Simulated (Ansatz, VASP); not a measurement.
**P3W4 in VASP and in Ansatz**

INCAR

```
SYSTEM = P3W4
ALGO = Fast
EDIFF = 1E-6
EDIFFG = -0.04
ENCUT = 600
GGA = PE
IBRION = 2
ISIF = 3
ISMEAR = 0
LASPH = .TRUE.
LCHARG = .FALSE.
LREAL = .FALSE.
LWAVE = .FALSE.
NELM = 100
NSW = 90
PREC = Accurate
SIGMA = 0.1
```

File KPOINTS:

```
k-points
0
G
  4 4 4
  0 0 0
```

POSCAR

```
P3W4
1.0
    4.7141129900      0.0000000000      0.0000000000
    0.0000000000      4.7141129900      0.0000000000
    0.0000000000      0.0000000000      4.7141129900
P W
3 4
Direct
    0.5000000000      0.5000000000      0.0000000000
    0.0000000000      0.5000000000      0.5000000000
    0.5000000000      0.0000000000      0.5000000000
    0.5000000000      0.5000000000      0.5000000000
    0.5000000000      0.0000000000      0.0000000000
    0.0000000000      0.5000000000      0.0000000000
    0.0000000000      0.0000000000      0.5000000000
```

Input for Ansatz:

```yaml
crystal:
  lattice:
    - [4.71411299, 0.0, 0.0]
    - [0.0, 4.71411299, 0.0]
    - [0.0, 0.0, 4.71411299]
  atoms:
    - { symbol: P, position: [0.5, 0.5, 0.0] }
    - { symbol: P, position: [0.0, 0.5, 0.5] }
    - { symbol: P, position: [0.5, 0.0, 0.5] }
    - { symbol: W, position: [0.5, 0.5, 0.5] }
    - { symbol: W, position: [0.5, 0.0, 0.0] }
    - { symbol: W, position: [0.0, 0.5, 0.0] }
    - { symbol: W, position: [0.0, 0.0, 0.5] }
basis:
  ecutwfc: 420
kpoints:
  mp_grid: { grid: [4, 4, 4] }
hamiltonian:
  xc: pbe
scf:
  occupations: { method: gaussian, width: 0.1 }
  lower_state_search: "off"
output:
  forces: true
  stress: true
  eigenvalues: true
relax:
  adjacent_minimum: "off"
  f_tol: 0.04
  max_steps: 70
  cell: { stress_tol: 0.4 }
```

Change from the starting cell: species swapped into the W3N4 type (Pm-3m, No. 221).

Alike in both runs: task relaxation of cell and atoms; functional PBE; k mesh 4 × 4 × 4; occupations gaussian, width 0.1 eV; no spin polarisation.

|  | VASP | Ansatz |
| --- | --- | --- |
| version | VASP 6.6.1 | Ansatz 0.2.0 |
| potentials or method | VASP PAW PBE potentials, release 64 (P, W_sv) | scalar-relativistic, plane waves, PAW |
| plane-wave cutoff (eV) | 600 | 420 |
| valence electrons in the cell | 71 | 71 |

Ansatz gave:

| Item | Value |
| --- | --- |
| gap on the k mesh at the Fermi level, each at its own relaxed structure (eV) | none |
| relaxed volume (Å³/atom) | 16.13 |
| relaxed cell length with the largest relative difference (Å) | 4.833 |
| energy change over the relaxation (meV/atom) | -59 |

Question: Which values does VASP return?

Answer: gap on the k mesh at the Fermi level, each at its own relaxed structure (eV): none; relaxed volume (Å³/atom): 16.11; relaxed cell length with the largest relative difference (Å): 4.832; energy change over the relaxation (meV/atom): -60.

A gap of «none» marks a metal or a gap that the smearing closes.

Spin-orbit coupling is left out, which matters for the levels of W.
